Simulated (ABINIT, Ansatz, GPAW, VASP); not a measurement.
**One calculation of GaGe, 5 ways**

```
Ge Ga
1.0
     0.00000    2.89784    2.89784
     2.89784    0.00000    2.89784
     2.89784    2.89784    0.00000
Ge Ga
1 1
Direct
  0.99277 0.98973 0.02535
  0.23997 0.24662 0.26427
```

The cell comes from a database or a generator and needn't be the stable form of this composition.

Atoms were shifted at random by some hundredths of an Å from the given cell, which wasn't relaxed again for these runs.

Alike in all runs: task single point; functional PBE; k mesh 8 × 8 × 8; occupations fermi-dirac, width 0.05 eV; no spin polarisation; no spin-orbit coupling. Pressure is positive in compression and, in plane waves, holds the error of the finite cutoff, which Ansatz's Pulay term estimates and takes out.

```json
{"program and potentials": "VASP, PBE PAW files Ga_d, Ge_d, 520 eV", "plane-wave cutoff (eV)": "520", "notes": "13.5 valence electrons an atom on average", "band gap (eV)": "no gap", "pressure (GPa)": "0.31", "largest force (eV/Å)": "0.210", "energy over the undisturbed cell (meV/atom)": "-"}
{"program and potentials": "GPAW, GPAW PAW data sets (gpaw-data 1.2.1)", "plane-wave cutoff (eV)": "600", "notes": "3.5 valence electrons an atom on average", "band gap (eV)": "no gap", "pressure (GPa)": "0.84", "largest force (eV/Å)": "0.222", "energy over the undisturbed cell (meV/atom)": "2.34"}
{"program and potentials": "Ansatz, Ansatz PAW (earlier soft set)", "plane-wave cutoff (eV)": "420", "notes": "13.5 valence electrons an atom on average; Pulay term of +0.03 GPa included", "band gap (eV)": "no gap", "pressure (GPa)": "0.28", "largest force (eV/Å)": "0.209", "energy over the undisturbed cell (meV/atom)": "2.20"}
{"program and potentials": "ABINIT, JTH PAW PBE v2.0", "plane-wave cutoff (eV)": "599", "notes": "13.5 valence electrons an atom on average", "band gap (eV)": "no gap", "pressure (GPa)": "0.04", "largest force (eV/Å)": "0.211", "energy over the undisturbed cell (meV/atom)": "2.23"}
{"program and potentials": "Ansatz, all-electron LAPW, scalar-relativistic", "plane-wave cutoff (eV)": "-", "notes": "-", "band gap (eV)": "no gap", "pressure (GPa)": "0.27", "largest force (eV/Å)": "0.209", "energy over the undisturbed cell (meV/atom)": "-"}
```

Force on atom 1 (Ge), eV/Å:

| program and potentials | x | y | z |
| --- | --- | --- | --- |
| VASP, PBE PAW files Ga_d, Ge_d, 520 eV | -0.051 | -0.197 | 0.049 |
| GPAW, GPAW PAW data sets (gpaw-data 1.2.1) | -0.054 | -0.209 | 0.052 |
| Ansatz, Ansatz PAW (earlier soft set) | -0.051 | -0.197 | 0.049 |
| ABINIT, JTH PAW PBE v2.0 | -0.052 | -0.198 | 0.050 |
| Ansatz, all-electron LAPW, scalar-relativistic | -0.050 | -0.196 | 0.049 |

None finds a gap. The pressure spans 0.04 (ABINIT, JTH PAW PBE v2.0) to 0.84 GPa (GPAW, GPAW PAW data sets (gpaw-data 1.2.1)), with all-electron results at 0.27.

Differences between rows come from potentials, basis sets and numerical settings, since the functional is the same but for its coding. Runs on potential files found faulty are left out.
